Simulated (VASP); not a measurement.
Computed with r2SCAN meta-GGA, VASP's PBE PAW potentials (set 64) (plane waves; VASP).

VASP ran on this input.

**POSCAR**
```
Rh
1.0
  0.0000000000   1.8831787051   1.8831787051
  1.8831787051   0.0000000000   1.8831787051
  1.8831787051   1.8831787051   0.0000000000
Rh
1
direct
  0.0000000000   0.0000000000   0.0000000000
```

### KPOINTS
```
Automatic
0
gamma
  16 16 16
```

### INCAR
```
! general
SYSTEM  = Rh
PREC    = Accurate
ENCUT   = 520   ! plane-wave cut-off (eV)
LREAL   = .FALSE.   ! projection in real space or not
LASPH   = .TRUE.   ! aspherical one-centre terms

! electronic loop
EDIFF   = 1E-7   ! SCF stop (eV)
NELM    = 100   ! most electronic steps
ALGO    = Normal   ! blocked Davidson
LMAXMIX = 4   ! l cut-off of mixed one-centre charges
LMIXTAU = .TRUE.

! smearing
ISMEAR  = 1   ! Methfessel-Paxton
SIGMA   = 0.1

! functional
METAGGA = R2SCAN

! ions
ISIF    = 2   ! forces and stress, cell fixed

! output
LWAVE   = .FALSE.
LCHARG  = .FALSE.
```

POTCAR, in this order: Rh_pv (PBE.64 set). Program: vasp_std.

What VASP printed:

OSZICAR:
```
       N       E                     dE             d eps       ncg     rms          rms(c)
DAV:   1     0.990964914139E+02    0.99096E+02   -0.94340E+03  3206   0.149E+03
DAV:   2    -0.273918311752E+02   -0.12649E+03   -0.12084E+03  3301   0.402E+02
DAV:   3    -0.290676560043E+02   -0.16758E+01   -0.16462E+01  3745   0.522E+01
DAV:   4    -0.290782432031E+02   -0.10587E-01   -0.10585E-01  3661   0.422E+00
DAV:   5    -0.290784419761E+02   -0.19877E-03   -0.19876E-03  3880   0.500E-01    0.137E+01
DAV:   6    -0.238347082172E+02    0.52437E+01   -0.62870E+00  3376   0.385E+01    0.305E+00
DAV:   7    -0.241117588671E+02   -0.27705E+00   -0.50094E-01  3301   0.111E+01    0.259E+00
DAV:   8    -0.241188130355E+02   -0.70542E-02   -0.47775E-02  3499   0.310E+00    0.566E-01
DAV:   9    -0.241244832112E+02   -0.56702E-02   -0.17361E-02  3490   0.150E+00    0.172E-01
DAV:  10    -0.241244397565E+02    0.43455E-04   -0.28224E-03  3619   0.611E-01    0.127E-01
DAV:  11    -0.241245554697E+02   -0.11571E-03   -0.45263E-04  3649   0.305E-01    0.305E-02
DAV:  12    -0.241245782127E+02   -0.22743E-04   -0.74121E-05  3589   0.955E-02    0.311E-02
DAV:  13    -0.241245645036E+02    0.13709E-04   -0.42470E-05  3577   0.987E-02    0.595E-03
DAV:  14    -0.241245779942E+02   -0.13491E-04   -0.56857E-06  3679   0.220E-02    0.121E-03
DAV:  15    -0.241245756246E+02    0.23697E-05   -0.31813E-07  3778   0.593E-03    0.870E-04
DAV:  16    -0.241245772220E+02   -0.15974E-05   -0.38836E-08  2175   0.235E-03    0.436E-04
DAV:  17    -0.241245768442E+02    0.37780E-06   -0.26675E-08  2150   0.165E-03    0.150E-04
DAV:  18    -0.241245772022E+02   -0.35798E-06   -0.14923E-09  1898   0.432E-04    0.825E-05
DAV:  19    -0.241245770005E+02    0.20176E-06   -0.23796E-10  1847   0.174E-04    0.113E-05
DAV:  20    -0.241245770490E+02   -0.48497E-07   -0.48341E-11  1802   0.847E-05
   1 F= -.24124577E+02 E0= -.24124331E+02  d E =-.739492E-03
```

File OUTCAR:
```
------------------------ aborting loop because EDIFF is reached ----------------------------------------
  FORCE on cell =-STRESS in cart. coord.  units (eV):
  Direction    XX          YY          ZZ          XY          YZ          ZX
  --------------------------------------------------------------------------------------
  Total        0.7879384      0.7879384      0.7879384      0.0000000     -0.0000000     -0.0000000
  in kB       94.5144609     94.5144609     94.5144609      0.0000000     -0.0000000     -0.0000000
  external PRESSURE =      94.5144609 kB  Pullay stress =       0.0000000 kB
  volume of cell :       13.36
      direct lattice vectors                 reciprocal lattice vectors
     0.000000000  1.883178705  1.883178705    -0.265508525  0.265508525  0.265508525
     1.883178705  0.000000000  1.883178705     0.265508525 -0.265508525  0.265508525
     1.883178705  1.883178705  0.000000000     0.265508525  0.265508525 -0.265508525
 POSITION                                       TOTAL-FORCE (eV/Angst)
 -----------------------------------------------------------------------------------
      0.00000      0.00000      0.00000         0.000000     -0.000000     -0.000000
 -----------------------------------------------------------------------------------
    total drift:                               -0.000000     -0.000000     -0.000000
  FREE ENERGIE OF THE ION-ELECTRON SYSTEM (eV)
  ---------------------------------------------------
  free  energy   TOTEN  =       -24.1245770490 eV

  energy  without entropy=      -24.1238375569  energy(sigma->0) =      -24.12433055
```
(Selected blocks of OUTCAR.)

The compound is Rh in the fcc structure. This cell is one point of a volume scan, at 0.97 of the reference volume.
